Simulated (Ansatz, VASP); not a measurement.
# Si7Ge (Si7Ge (P-43m)): VASP beside Ansatz

Aim: how closely do two programs agree when they are given the same cell, functional and k mesh? The cell is taken from a series of runs on this material, whose earlier steps may have relaxed, scaled, displaced or heated it; both programs get it as it stands.

Method: plane waves, with VASP 6.6.1 beside it; relaxation of cell and atoms at PBEsol, in Ansatz 0.2.0.

**1. The structure**

It takes space group P-43m (No. 215, cubic). Conventional cell: a = 5.465 Å, b = 5.465 Å, c = 5.465 Å, α = 90.00°, β = 90.00°, γ = 90.00°. Si has 3 Si at 2.36 Å and 1 Ge at 2.39 Å nearest. Si has 4 Si at 2.36 Å nearest. Nearest to Ge lie 4 Si at 2.39 Å. Farther neighbours are not listed.

**2. VASP: relaxation of cell and atoms, PBEsol**

The relaxed volume is the usual yardstick between codes: in a stiff, nearly cubic crystal its relative difference is about their pressure difference at one cell divided by the bulk modulus.

Lines of VASP's logs that name or quote its potential files are left out, and so is its time.

The input, INCAR:

```
SYSTEM = Si7Ge
PREC = Accurate
ENCUT = 500
EDIFF = 1E-07
NELM = 120
ISMEAR = -1
SIGMA = 0.01
LREAL = .FALSE.
ALGO = Normal
GGA = PS
NBANDS = 29
LORBIT = 11
LWAVE = .FALSE.
LCHARG = .FALSE.
ISIF = 3
IBRION = 2
NSW = 80
EDIFFG = -0.005
LASPH = .TRUE.
GGA_COMPAT = .FALSE.
NELMIN = 4
EFERMI = MIDGAP
KPAR = 2
```

The input, POSCAR:

```
Si7Ge
1.0
    5.4653950000      0.0000000000      0.0000000000
    0.0000000000      5.4653950000      0.0000000000
    0.0000000000      0.0000000000      5.4653950000
Si Ge
7 1
Direct
    0.2526152273      0.2526152273      0.2526152273
    0.0000000000      0.5000000000      0.5000000000
    0.5000000000      0.5000000000      0.0000000000
    0.5000000000      0.0000000000      0.5000000000
    0.7473847727      0.2526152273      0.7473847727
    0.7473847727      0.7473847727      0.2526152273
    0.2526152273      0.7473847727      0.7473847727
    0.0000000000      0.0000000000      0.0000000000
```

The input, KPOINTS:

```
Automatic mesh
0
Gamma
5 5 5
0 0 0
```

PAW data sets: Si and Ge_d (PBE family, release 64).

Launch:

```
$ mpirun -np 2 vasp_std
```

Numbers of over 12 decimals in the logs are rounded to 6 here.

The program printed:

```text
[banner, memory and clock lines left out]
running    2 mpi-ranks, on    1 nodes
 distrk:  each k-point on    1 cores,    2 groups
 distr:  one band on    1 cores,    1 groups

 POSCAR found type information on POSCAR SiGe
 POSCAR found :  2 types and       8 ions
|                                                                             |
|               ----> ADVICE to this user running VASP <----                  |
|                                                                             |
|     You enforced a specific xc type in the INCAR file but a different       |
|     [... a line on the potential file left out ...]
|     I HOPE YOU KNOW WHAT YOU ARE DOING!                                     |
|                                                                             |

 LDA part: xc-table for (Slater+PW92), standard interpolation
 POSCAR, INCAR and KPOINTS ok, starting setup
 FFT: planning ... GRIDC
 FFT: planning ... GRID_SOFT
 FFT: planning ... GRID
 WAVECAR not read
 entering main loop
       N       E                     dE             d eps       ncg     rms          rms(c)
DAV:   1     0.220248483013E+03    0.22025E+03   -0.17352E+04   732   0.182E+03
DAV:   2    -0.137555736131E+02   -0.23400E+03   -0.22252E+03   643   0.459E+02
DAV:   3    -0.446780907989E+02   -0.30923E+02   -0.30167E+02   721   0.104E+02
DAV:   4    -0.459396216806E+02   -0.12615E+01   -0.12591E+01   732   0.232E+01
DAV:   5    -0.459693002168E+02   -0.29679E-01   -0.29669E-01   788   0.373E+00    0.949E+00
DAV:   6    -0.453878420043E+02    0.58146E+00   -0.28810E-01   681   0.255E+00    0.566E+00
DAV:   7    -0.451211075569E+02    0.26673E+00   -0.54139E-01   669   0.318E+00    0.347E-01
DAV:   8    -0.451236243819E+02   -0.25168E-02   -0.36894E-02   737   0.157E+00    0.157E-01
DAV:   9    -0.451240225802E+02   -0.39820E-03   -0.19376E-03   761   0.359E-01    0.110E-01
DAV:  10    -0.451241152253E+02   -0.92645E-04   -0.25293E-04   658   0.836E-02    0.474E-02
DAV:  11    -0.451241386588E+02   -0.23434E-04   -0.46447E-05   697   0.454E-02    0.483E-03
DAV:  12    -0.451241390178E+02   -0.35897E-06   -0.21347E-06   772   0.107E-02    0.319E-03
DAV:  13    -0.451241390335E+02   -0.15648E-07   -0.27601E-07   593   0.399E-03
   1 F= -.45124139E+02 E0= -.45124139E+02  d E =-.451241E+02
[...]
2 F= -.45124346E+02 E0= -.45124346E+02  d E =-.206529E-03
[...]
3 F= -.45124497E+02 E0= -.45124497E+02  d E =-.357731E-03
[...]
4 F= -.45124497E+02 E0= -.45124497E+02  d E =-.357651E-03
 curvature:  -0.30 expect dE=-0.254E-05 dE for cont linesearch -0.460E-06
 ZBRENT: accuracy reached
 trial: gam=-0.02900 g(F)=  0.784E-05 g(S)=  0.716E-06 ort = 0.428E-04 (trialstep = 0.918E+00)
 search vector abs. value=  0.707E-05
 bond charge predicted
       N       E                     dE             d eps       ncg     rms          rms(c)
DAV:   1    -0.451245005882E+02   -0.38677E-05   -0.59976E-05   611   0.363E-02    0.350E-03
DAV:   2    -0.451245010939E+02   -0.50572E-06   -0.61954E-06   752   0.124E-02    0.154E-03
DAV:   3    -0.451245010597E+02    0.34145E-07   -0.12509E-07   465   0.314E-03    0.987E-04
DAV:   4    -0.451245010434E+02    0.16325E-07   -0.96159E-08   369   0.229E-03
   5 F= -.45124501E+02 E0= -.45124501E+02  d E =-.435888E-05
 trial-energy change:   -0.000004  1 .order   -0.000004   -0.000007   -0.000002
 step:   1.3165(harm=  1.3165)  dis= 0.00022  next Energy=   -45.124502 (dE=-0.482E-05)
 reached required accuracy - stopping structural energy minimisation
```

OUTCAR, selected parts (step 2):

```text
ion  position               nearest neighbor table
   1  0.253  0.253  0.253-   2 2.36   3 2.36   4 2.36   8 2.39
   2  0.000  0.500  0.500-   1 2.36   5 2.36   6 2.36   7 2.36
   3  0.500  0.500  0.000-   1 2.36   5 2.36   6 2.36   7 2.36
   4  0.500  0.000  0.500-   1 2.36   5 2.36   6 2.36   7 2.36
   5  0.747  0.253  0.747-   2 2.36   3 2.36   4 2.36   8 2.39
   6  0.747  0.747  0.253-   2 2.36   3 2.36   4 2.36   8 2.39
   7  0.253  0.747  0.747-   2 2.36   3 2.36   4 2.36   8 2.39
   8  0.000  0.000  0.000-   1 2.39   5 2.39   6 2.39   7 2.39

  LATTYP: Found a simple cubic cell.
 ALAT       =     5.4653950000

 Subroutine GETGRP returns: Found 24 space group operations
 (whereof 24 operations were pure point group operations)

The static configuration has the point symmetry T_d .

 Found     10 irreducible k-points:

   k-points           NKPTS =     10   k-points in BZ     NKDIM =     10   number of bands    NBANDS=     29

   dimension x,y,z NGX =    40 NGY =   40 NGZ =   40
   dimension x,y,z NGXF=    80 NGYF=   80 NGZF=   80

   ENCUT  =  500.0 eV  36.75 Ry    6.06 a.u.   9.96  9.96  9.96*2*pi/ulx,y,z

   NELECT =      42.0000    total number of electrons

 k-points in reciprocal lattice and weights: Automatic mesh
   0.00000000  0.00000000  0.00000000       0.008
   0.20000000  0.00000000  0.00000000       0.048
   0.40000000  0.00000000  0.00000000       0.048
   0.20000000  0.20000000  0.00000000       0.096
   0.40000000  0.20000000  0.00000000       0.192
   0.40000000  0.40000000  0.00000000       0.096
   0.20000000  0.20000000  0.20000000       0.064
   0.40000000  0.20000000  0.20000000       0.192
   0.40000000  0.40000000  0.20000000       0.192
   0.40000000  0.40000000  0.40000000       0.064

 average (electrostatic) potential at core
       1 -83.2922       2 -83.2400       3 -83.2400       4 -83.2400       5 -83.2922
       6 -83.2922       7 -83.2922       8 -72.8357

 E-fermi :   5.7919

 k-point     1 :       0.0000    0.0000    0.0000
  band No.  band energies     occupation
    ...
     17       2.7753      2.00000
     18       2.7753      2.00000
     19       5.6480      2.00000
     20       5.6480      2.00000
     21       5.6480      2.00000
     22       5.9247      0.00000
     23       6.3119      0.00000
     24       6.3119      0.00000
     25       6.3119      0.00000
     26       6.3733      0.00000
    ...

 k-point     2 :       0.2000    0.0000    0.0000
  band No.  band energies     occupation
    ...
     17       2.9127      2.00000
     18       2.9127      2.00000
     19       4.6357      2.00000
     20       5.0674      2.00000
     21       5.0674      2.00000
     22       6.1020      0.00000
     23       6.7793      0.00000
     24       7.0847      0.00000
     25       7.1569      0.00000
     26       7.1569      0.00000
    ...

 k-point     3 :       0.4000    0.0000    0.0000
  band No.  band energies     occupation
    ...
     17       2.9182      2.00000
     18       3.3815      2.00000
     19       3.3815      2.00000
     20       4.1437      2.00000
     21       4.1437      2.00000
     22       6.3911      0.00000
     23       7.0186      0.00000
     24       7.9588      0.00000
     25       8.9178      0.00000
     26       9.0263      0.00000
    ...

  Total       -0.0053199     -0.0053199     -0.0053199     -0.0000000     -0.0000000     -0.0000000
  in kB       -0.0523504     -0.0523504     -0.0523504     -0.0000000     -0.0000000     -0.0000000
  external PRESSURE =      -0.0523504 kB  Pullay stress =       0.0000000 kB

  energy-cutoff  :      500.00
  volume of cell :      162.82
      direct lattice vectors                 reciprocal lattice vectors
     5.460494151 -0.000000000 -0.000000000     0.183133609 -0.000000000  0.000000000
     0.000000000  5.460494151 -0.000000000     0.000000000  0.183133609 -0.000000000
    -0.000000000  0.000000000  5.460494151     0.000000000  0.000000000  0.183133609

 POSITION                                       TOTAL-FORCE (eV/Angst)
 -----------------------------------------------------------------------------------
      1.37906      1.37906      1.37906        -0.001145     -0.001145     -0.001145
      0.00000      2.73025      2.73025        -0.000000     -0.000000     -0.000000
      2.73025      2.73025     -0.00000        -0.000000     -0.000000     -0.000000
      2.73025     -0.00000      2.73025        -0.000000      0.000000     -0.000000
      4.08143      1.37906      4.08143         0.001145     -0.001145      0.001145
      4.08143      4.08143      1.37906         0.001145      0.001145     -0.001145
      1.37906      4.08143      4.08143        -0.001145      0.001145      0.001145
      0.00000      0.00000      0.00000        -0.000000      0.000000     -0.000000
 -----------------------------------------------------------------------------------
    total drift:                               -0.000000     -0.000000     -0.000000

  FREE ENERGIE OF THE ION-ELECTRON SYSTEM (eV)
  ---------------------------------------------------
  free  energy   TOTEN  =       -45.1245010434 eV

  energy  without entropy=      -45.1245010354  energy(sigma->0) =      -45.12450104

 reached required accuracy - stopping structural energy minimisation

 total charge
# of ion       s       p       d       tot
------------------------------------------
    1        0.754   0.925   0.000   1.679
    2        0.752   0.934   0.000   1.686
    3        0.752   0.934   0.000   1.686
    4        0.752   0.934   0.000   1.686
    5        0.754   0.925   0.000   1.679
    6        0.754   0.925   0.000   1.679
    7        0.754   0.925   0.000   1.679
    8        1.110   1.360  10.030  12.500
--------------------------------------------------
tot          6.384   7.863  10.030  24.277

[... 3 further parts left out ...]
```

The run keeps the 24 symmetry operations of its start, so it cannot find a distortion of lower symmetry.

**3. Ansatz: relaxation of cell and atoms, PBEsol**

Ansatz runs on its default PAW (the set named soft_2) files.

The same cell, functional, mesh and smearing now go to Ansatz.

The input, input.yaml:

```yaml
crystal:
  lattice:
    - [5.4653951, 0.0, 0.0]
    - [0.0, 5.4653951, 0.0]
    - [0.0, 0.0, 5.4653951]
  atoms:
    - { symbol: Si, position: [0.25261521, 0.25261521, 0.25261521] }
    - { symbol: Si, position: [0.0, 0.5, 0.5] }
    - { symbol: Si, position: [0.5, 0.5, 0.0] }
    - { symbol: Si, position: [0.5, 0.0, 0.5] }
    - { symbol: Si, position: [0.74738479, 0.25261521, 0.74738479] }
    - { symbol: Si, position: [0.74738479, 0.74738479, 0.25261521] }
    - { symbol: Si, position: [0.25261521, 0.74738479, 0.74738479] }
    - { symbol: Ge, position: [0.0, 0.0, 0.0] }
basis:
  ecutwfc: 420
  xc_grid: 2
hamiltonian:
  xc: pbesol
kpoints:
  mp_grid: { grid: [5, 5, 5] }
scf:
  occupations: { method: fermi_dirac, width: 0.01 }
  max_iter: 150
output:
  forces: true
  stress: true
relax:
  f_tol: 0.01
  max_steps: 60
  cell: {}
checkpoint:
  write: "../pbesol.run"
  compress: false
  write_wavefunctions: false
  write_every: 100000
```

Launch:

```
$ ansatz run input.yaml --threads 1 --pin off --max-ram 2355MiB --backend cpu --events-out ev --progress --plain --runs-dir out
```

The program printed:

```text
Engine: ansatz 0.2.0, aarch64-unknown-linux-gnu
Pseudopotentials: kind: paw
Pseudopotential: Si, paw, valence charge 4, recommended cutoff 420 eV (normal), Si.paw.azcp
Pseudopotential: Ge, paw, valence charge 14, recommended cutoff 420 eV (normal), Ge.paw.azcp
Functional definition: PBEsol
  exchange = pbesol_x
  correlation = pbesol_c
Crystal: 8 atoms, lattice volume = 163.254 Å³
Basis set: ecut = 420 eV, 3191 PW (Γ), exchange–correlation on 80×80×80 points (8 copies of the dense FFT grid, shifted against one another)
Bands: 29, of which v1, the nominal top of the filled ones, is band 21 counted from 1 (20 counted from 0)
Symmetry: 24 space group operations
Space group: P-43m (ITA 215), of the structure as read, at distance tolerance 5.5e-5 Å
k-points: 10 of 125 (time reversal used)
Non-local potential: Si, projectors of the file, l = 0: 2, l = 1: 2, l = 2: 2
Non-local potential: Ge, projectors of the file, l = 0: 2, l = 1: 2, l = 2: 3, l = 3: 1
PAW form: soft (Blöchl's): semilocal exchange-correlation on the pseudo side does not see the compensation charge
PAW frozen core: Si, regenerated for the run's functional, and the local potential with it (the file was generated under x = pbe(κ = 0.804, μ = 0.219515), c = pbe(β = 0.066725))
PAW frozen core: Ge, regenerated for the run's functional, and the local potential with it (the file was generated under x = pbe(κ = 0.804, μ = 0.219515), c = pbe(β = 0.066725))
PAW one-centre angular grid: Si, 110 points (default); XC on 64 Gauss nodes
PAW one-centre angular grid: Ge, 590 points (default); XC on 64 Gauss nodes
Initial density: superposition of atomic densities (neutral atoms: chi_scale 0, normalization atom), corrected by the library's trained network
Initial wavefunctions: pseudopotential atomic-orbital guess
Functional: x = pbesol(κ = 0.804, μ = 0.123457), c = pbesol(β = 0.046)
SCF iter   1: F=—  HF=-8603.904945 eV  |F-HF|=—  |Δ(HF+E_count)|=         —  Δρ=2.85e-3  dr2=1.71e-2  ethr=1.77e-3  ⟨swp⟩=7.1  Hψ=1477  notcnv=0
preconditioner: auto → Resta (q_TF=auto, 2.176 Å⁻¹)  ε∞=5.4  [insulator: Δε(μ)=0.268 eV  Ē_g=7.879 eV  σ=0.010 eV  W_gap=1.00  n_scr=26 (ndim 8)  ℏωp=16.4 eV  f_vac=0.000  D(μ)=0.00/eV (n_scr^D=0)  ε∞_Penn≈5.4]
SCF iter   2: F=—  HF=-8603.901898 eV  |F-HF|=—  |Δ(HF+E_count)|=   3.05e-3  Δρ=1.65e-3  dr2=5.70e-3  ethr=4.07e-5  ⟨swp⟩=1.8  Hψ=391  notcnv=0  defer=18
SCF iter   3: F=—  HF=-8603.901164 eV  |F-HF|=—  |Δ(HF+E_count)|=   7.34e-4  Δρ=4.70e-4  dr2=2.31e-4  ethr=1.36e-5  ⟨swp⟩=2.0  Hψ=524  notcnv=0  defer=28
SCF iter   4: F=—  HF=-8603.900960 eV  |F-HF|=—  |Δ(HF+E_count)|=   2.05e-4  Δρ=1.75e-4  dr2=5.61e-5  ethr=5.50e-7  ⟨swp⟩=2.0  Hψ=472  notcnv=0  defer=28
SCF iter   5: F=—  HF=-8603.900900 eV  |F-HF|=—  |Δ(HF+E_count)|=   5.99e-5  Δρ=6.40e-5  dr2=4.88e-6  ethr=1.34e-7  ⟨swp⟩=2.1  Hψ=426  notcnv=0  defer=28
SCF iter   6: F=-8603.900900 eV  HF=-8603.900900 eV  |F-HF|=1.60e-7  |Δ(HF+E_count)|=   1.27e-7  Δρ=9.13e-6  dr2=9.76e-8  ethr=2.38e-10  ⟨swp⟩=3.0  Hψ=1172  notcnv=0
SCF 1 converged in 6 iterations: F = -8603.900900 eV  dr2 = 9.76e-8
  greatest PAW one-centre occupation: 0.998 electrons in one spin orbital (limit 2), on the Ge atom at site 7 (counted from 0), in its partial waves of l = 2
relax step   1: F+E_penalty+E_count = -8603.90089969 eV  Δ(F+E_penalty+E_count) = +0.000e0 eV  max|allowed force component| = 1.779e-3 eV/Å  Δτ_max = 0.0000 Å  P = -0.308 GPa  Ω = 163.254 Å³  (6 SCF iters, dr2 threshold 1.00e-7 eV, accepted)
[...]
relax step   2: F+E_penalty+E_count = -8603.90149367 eV  Δ(F+E_penalty+E_count) = -5.940e-4 eV  max|allowed force component| = 1.086e-3 eV/Å  Δτ_max = 0.0003 Å  P = -0.057 GPa  Ω = 162.802 Å³  energy of the carried Pulay correction = +7.747e-5 eV  (4 SCF iters, dr2 threshold 2.37e-7 eV, accepted)
[...]
relax step   3: F+E_penalty+E_count = -8603.90153035 eV  Δ(F+E_penalty+E_count) = -3.669e-5 eV  max|allowed force component| = 3.569e-4 eV/Å  Δτ_max = 0.0001 Å  P = +0.000 GPa  Ω = 162.698 Å³  energy of the carried Pulay correction = +9.526e-5 eV  (5 SCF iters, dr2 threshold 8.23e-9 eV, accepted)
[...]
relax step   4: F+E_penalty+E_count = -8603.90140404 eV  Δ(F+E_penalty+E_count) = +1.263e-4 eV  max|allowed force component| = 3.578e-4 eV/Å  Δτ_max = 0.0000 Å  P = -0.000 GPa  Ω = 162.698 Å³  stress off target by 2.97e-4 GPa  SCF on the basis re-selected at this cell (its energy is not comparable with the rows above)  (4 SCF iters)
basis re-selected at this cell: Δ(F+E_penalty+E_count) = +1.263e-4 eV, ΔP = -0.001 GPa vs the last step (what re-selecting the basis moved, of the pressure what is left beyond the Pulay correction that the steps carried, after the strain that the cell walked since its last selection, with what the two solves' SCF thresholds leave and, on support functions, any second-order correction that the steps lacked; it is no m [...]
SCF converged after 4 iterations
Free energy (F): -8603.901404 eV
Harris-Foulkes:  -8603.901404 eV  (|F-HF|=2.18e-11)
Internal energy: -8603.901404 eV  (E = F + TS)
E sigma→0 (E₀):  -8603.901404 eV
Fermi energy:    6.634933 eV
--- Per-component energies (eV) ---
  E_band       = -133.647255
  E_kinetic    = 393.476596
  E_local      = -3218.295763  (includes V_loc(G=0)·N_el)
  E_nonlocal   = 602.944722
  E_hartree    = 1406.200652
  E_xc         = -457.691435
  E_vxc        = -392.533729  (∫ρ·V_xc dr)
  E_paw        = -5472.210805  (= ΣΔE_a)
  E_vpaw       = -331.640643  (= ΣTr[D̂ρ^β])
  E_aug_tail   = 0.000324  (compensation charges beyond the density's cutoff)
  E_ewald      = -1859.464556
  E_core_change = 1.138861  (= ΣΔE_core)
  E_smearing   = -0.000000  (= −TS)
  E_closure    = -0.000000  (closes the sum)
  Σ components = -8603.901404   (vs F -8603.901404, Δ=0.00e0)
--- Forces (eV/Å), atoms counted from 1 ---
  atom   1  Si    -0.00035778    -0.00035778    -0.00035778
  atom   2  Si     0.00000000    -0.00000000    -0.00000000
  atom   3  Si     0.00000000    -0.00000000    -0.00000000
  atom   4  Si     0.00000000    -0.00000000    -0.00000000
  atom   5  Si     0.00035778    -0.00035778     0.00035778
  atom   6  Si     0.00035778     0.00035778    -0.00035778
  atom   7  Si    -0.00035778     0.00035778     0.00035778
  atom   8  Ge     0.00000000    -0.00000000    -0.00000000
  max |Σ_I F_I| component: 1.48e-16 eV/Å
--- Stress (GPa, compression-positive) ---
       -0.000297      -0.000000      -0.000000
       -0.000000      -0.000297       0.000000
       -0.000000       0.000000      -0.000297
  P = ⅓ Tr σ = -0.0003 GPa (-0.003 kbar)
--- Relaxed structure (3 steps of the walk, 3 accepted, 1 SCFs on fresh bases) ---
  F+E_penalty+E_count = -8603.90140404 eV   max|allowed force component| = 3.578e-4 eV/Å   (the final SCF, on the basis selected at the relaxed cell)
  cell:  # Å, volume = 162.6985 Å³
    - [5.459185, 0, 0]
    - [0, 5.459185, 0]
    - [0, 0, 5.459185]
  atoms:
    - { symbol: Si, position: [0.252597, 0.252597, 0.252597] }
    - { symbol: Si, position: [0, 0.5, 0.5] }
    - { symbol: Si, position: [0.5, 0.5, 0] }
    - { symbol: Si, position: [0.5, 0, 0.5] }
    - { symbol: Si, position: [0.747403, 0.252597, 0.747403] }
    - { symbol: Si, position: [0.747403, 0.747403, 0.252597] }
    - { symbol: Si, position: [0.252597, 0.747403, 0.747403] }
    - { symbol: Ge, position: [0, 0, 0] }
```

**4. Side by side**

Known differences besides the potentials themselves: the cutoff is 420 eV in Ansatz and 500 eV in VASP; Ansatz makes its cores anew for this functional, VASP keeps those of its PBE data sets; Ansatz adds a Pulay correction to the stress that steers its cell, VASP none. Total energies have different zeros and are not compared.

The two programs side by side:

| quantity | Ansatz | VASP | difference |
| --- | --- | --- | --- |
| volume (Å³) | 162.70 | 162.82 | -0.07 % |
| edge a after relaxation, in the typed setting (Å) | 5.459 | 5.460 | -0.02 % |

**5. What came out**

| Quantity | Value |
| --- | --- |
| difference in volume (relaxation of cell and atoms, PBEsol) | -0.072 % |

In words: The difference in volume is -0.072 % (relaxation of cell and atoms, PBEsol), within the 1.2 % picked in this series as the mark of a large difference, as far as the stopping tolerances let one tell. Such differences can come from data sets, numerical settings and the points named under the comparisons, not from the functional's error against experiment.

[Lines on the potential files, build, host, timing and source positions are cut from VASP's logs without a mark.]

[Logs are printed without paths, hosts, clocks, repeated set-up lines and the standing remarks that a program may print on its own settings, such as how far it seeks lower states.]

[Hosts, paths, dates, database ids (printed as entryN), source tags and the programs' standing remarks are cut or masked in the printed files.]
